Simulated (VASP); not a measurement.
# ZnGaN (P-6m2) in VASP: reference runs

Aim: a first look at ZnGaN with PBE, on the cell as given.

Program: VASP 6.6.1. These are calculated values, not measurements. Logs are shortened: lines on timing, memory, paths and dates and some standing lists are left out, and cuts for length are marked.

## (1) The structure

It takes space group P-6m2 (No. 187, hexagonal). The conventional cell has a = 4.296 Å, b = 4.296 Å, c = 2.652 Å, α = 90.00°, β = 90.00°, γ = 120.00°. Zn (site symmetry -6m2) is surrounded by 3 Ga at 2.48 Å and 2 Zn at 2.65 Å and 6 N at 2.81 Å. Ga (site symmetry -6m2) has 3 Zn at 2.48 Å and 2 Ga at 2.65 Å and 6 N at 2.81 Å as nearest neighbours. Around N (site symmetry -6m2) lie 2 N at 2.65 Å and 6 Zn at 2.81 Å and 6 Ga at 2.81 Å.

The cell was built by a generator and needn't be a form met in nature.

## (2) Single point, PBE

Contents of INCAR:

```
  PREC = Accurate
  ENCUT = 520
  EDIFF = 1E-7
  ISMEAR = -1
  SIGMA = 0.05
  LREAL = False
  LASPH = True
  NELM = 80
  ALGO = Normal
  ISIF = 2
  LWAVE = False
  LCHARG = False
  GGA = PE
  NBANDS = 22
```

Contents of KPOINTS:

```
Automatic mesh
0
Gamma
  7 7 10
```

Contents of POSCAR:

```
ZnGaN
1.0
    4.2961700000      0.0000000000      0.0000000000
   -2.1480800000      3.7205900000      0.0000000000
    0.0000000000      0.0000000000      2.6522700000
Zn Ga N
1 1 1
Direct
    0.6666700000      0.3333300000      0.5000000000
    0.3333300000      0.6666700000      0.5000000000
    0.0000000000      0.0000000000      0.0000000000
```

Potentials or basis: VASP PAW PBE potentials, release 64 (Zn, Ga_d, N).

Launch:

```
$ cat potpaw_PBE.64/Zn/POTCAR potpaw_PBE.64/Ga_d/POTCAR potpaw_PBE.64/N/POTCAR > POTCAR
$ mpirun -np 1 vasp_std > vasp.out
```

OUTCAR:

```text
PREC = Accurate
   ENCUT = 520
   EDIFF = 1E-7
   ISMEAR = -1
   LREAL = False
   LASPH = True
   NELM = 80
   ISIF = 2
   GGA = PE

 ion  position               nearest neighbor table
   1  0.667  0.333  0.500-   2 2.48   2 2.48   2 2.48
   2  0.333  0.667  0.500-   1 2.48   1 2.48   1 2.48
   3  0.000  0.000  0.000-

  LATTYP: Found a hexagonal cell.
 ALAT       =     4.2961700000
 C/A-ratio  =     0.6173568551

  Lattice vectors:

 A1 = (   4.2961700000,   0.0000000000,   0.0000000000)
 A2 = (  -2.1480800000,   3.7205900000,   0.0000000000)
 A3 = (   0.0000000000,   0.0000000000,   2.6522700000)

Analysis of symmetry for initial positions (statically):
=====================================================================
 Subroutine PRICEL returns:
 Original cell was already a primitive cell.

 Routine SETGRP: Setting up the symmetry group for a
 hexagonal supercell.

 Subroutine GETGRP returns: Found  4 space group operations
 (whereof  4 operations were pure point group operations)
 out of a pool of 24 trial point group operations.

The static configuration has the point symmetry C_2v.

Analysis of symmetry for dynamics (positions and initial velocities):
=====================================================================
 Subroutine PRICEL returns:
 Original cell was already a primitive cell.

 Routine SETGRP: Setting up the symmetry group for a
 hexagonal supercell.

 Subroutine GETGRP returns: Found  4 space group operations
 (whereof  4 operations were pure point group operations)
 out of a pool of 24 trial point group operations.

The dynamic configuration has the point symmetry C_2v.

 Subroutine INISYM returns: Found  4 space group operations
 (whereof  4 operations are pure point group operations),
 and found     1 'primitive' translations

----------------------------------------------------------------------------------------

                                     Primitive cell

  volume of cell :      42.3946

  direct lattice vectors                    reciprocal lattice vectors
     4.296170000  0.000000000  0.000000000     0.232765463  0.134386975  0.000000000
    -2.148080000  3.720590000  0.000000000     0.000000000  0.268774576  0.000000000
     0.000000000  0.000000000  2.652270000     0.000000000  0.000000000  0.377035521

  length of vectors
     4.296170000  4.296165457  2.652270000     0.268774292  0.268774576  0.377035521

  position of ions in fractional coordinates (direct lattice)
     0.666670000  0.333330000  0.500000000
[... 79 lines left out ...]
   NELM   =     80;   NELMIN=  2; NELMDL= -5     # of ELM steps
   EDIFF  = 0.1E-06   stopping-criterion for ELM
   LREAL  =      F    real-space projection
   EDIFFG = 0.1E-05   stopping-criterion for IOM
   NSW    =      0    number of steps for IOM
   IBRION =     -1    ionic relax: 0-MD 1-quasi-New 2-CG
   NFREE  =      0    steps in history (QN), initial steepest desc. (CG)
   ISIF   =      2    stress and relaxation
   ISYM   =      2    0-nonsym 1-usesym 2-fastsym
   POTIM  = 0.5000    time-step for ionic-motion
   TEBEG  =    0.0;   TEEND  =   0.0 temperature during run
   PSTRESS=    0.0 pullay stress
   NELECT =      30.0000    total number of electrons
   NUPDOWN=      -1.0000    fix difference up-down
   EMIN   =  10.00;   EMAX   =-10.00  energy-range for DOS
   EFERMI =   0.00;   METHOD = LEGACY
   ISMEAR =    -1;   SIGMA  =   0.05  broadening in eV -4-tet -1-fermi 0-gaus
   EFERMI_NEDOS =   21; number of points for ismear=-14 and -15
   IALGO  =     38    algorithm
   IMIX   =      4    mixing-type and parameters
     AMIX     =   0.40;   BMIX     =  1.00
     AMIX_MAG =   1.60;   BMIX_MAG =  1.00
  volume/ion in A,a.u.               =      14.13        95.36
  Fermi-wavevector in a.u.,A,eV,Ry     =   1.458853  2.756833 28.956634  2.128253
  Thomas-Fermi vector in A             =   2.575489
   LORBIT       =      0    0 simple, 1 ext, 2 COOP (PROOUT), +10 PAW based schemes
   GGA     = PE    functional components
   LHFCALC =     F    Hartree Fock is set to
   AEXX    =    0.0000 exact exchange contribution
   IVDW    =     0    specifies the selected vdW correction
   LEPSILON=     F    determine dielectric tensor
   LRPA    =     F    only Hartree local field effects (RPA)
 non-spin polarized calculation
  energy-cutoff  :      520.00
  volume of cell :       42.39
 maximum number of plane-waves:      1158
   NGX = 15   NGY = 15   NGZ =  9

 number of electron      30.0000013 magnetization

 Free energy of the ion-electron system (eV)
  ---------------------------------------------------
  ext. energy  EPLUGINS =         0.00000000
  ---------------------------------------------------
  free energy    TOTEN  =        -8.13014783 eV

  energy without entropy =       -8.11567917  energy(sigma->0) =       -8.12291350

 E-fermi :   3.9741     XC(G=0): -11.3522

 val. band max:        3.9568360905   @ k =  -0.2857  -0.4286   0.2000
 cond. band min:       3.9794402253   @ k =   0.2857  -0.0000   0.4000
 fundamental gap:      0.0226041349
 Fermi energy:         3.9741007393

 k-point     1 :       0.0000    0.0000    0.0000
  band No.  band energies     occupation
      1     -11.1678      2.00000
      2     -10.9073      2.00000
      3     -10.9073      2.00000
      4     -10.7376      2.00000
      5     -10.7376      2.00000
      6     -10.2012      2.00000
[... 589 lines left out ...]
     21      13.6531      0.00000
     22      18.5962      0.00000

 [... further k-points ...]

------------------------ aborting loop because EDIFF is reached ----------------------------------------

  FORCE on cell =-STRESS in cart. coord.  units (eV):
  Direction    XX          YY          ZZ          XY          YZ          ZX
  --------------------------------------------------------------------------------------
  -------------------------------------------------------------------------------------
  Total        0.2158057      0.2162190     -0.3930930      0.0003584      0.0000000      0.0000000
  in kB        8.1557235      8.1713413    -14.8557596      0.0135454      0.0000000      0.0000000
  external PRESSURE =       0.4904351 kB  Pullay stress =       0.0000000 kB

 VOLUME and BASIS-vectors are now :
 -----------------------------------------------------------------------------
  energy-cutoff  :      520.00
  volume of cell :       42.39
      direct lattice vectors                 reciprocal lattice vectors
     4.296170000  0.000000000  0.000000000     0.232765463  0.134386975  0.000000000
    -2.148080000  3.720590000  0.000000000     0.000000000  0.268774576  0.000000000
     0.000000000  0.000000000  2.652270000     0.000000000  0.000000000  0.377035521

 POSITION                                       TOTAL-FORCE (eV/Angst)
 -----------------------------------------------------------------------------------
      2.14811      1.24018      1.32614        -0.000189      0.000109      0.000000
     -0.00002      2.48041      1.32614         0.000190     -0.000110      0.000000
      0.00000      0.00000      0.00000        -0.000001      0.000000      0.000000
 -----------------------------------------------------------------------------------
    total drift:                                0.000022     -0.000004      0.000000

  FREE ENERGIE OF THE ION-ELECTRON SYSTEM (eV)
  ---------------------------------------------------
  free  energy   TOTEN  =        -8.1301478289 eV

  energy  without entropy=       -8.1156791652  energy(sigma->0) =       -8.12291350
```

Wall time 29 s (1 thread of Intel Xeon 6975P-C (Granite Rapids), shared host); peak memory 0.22 GiB.

What came out:

| Quantity | Value |
| --- | --- |
| Free energy | -8.1301 eV |
| Pressure | 0.0 GPa |
| Band gap on the k mesh | none (metal or under the smearing width) |

Levels at points of the mesh, in eV from the Fermi level:
```csv
k point,band 13,band 14,band 15,band 16,band 17,band 18
"(0.00, 0.00, 0.00)",-2.37,-2.37,0.34,0.35,0.84,0.96
"(0.00, 0.00, 0.50)",-1.86,-0.98,-0.98,-0.23,4.13,4.13
```
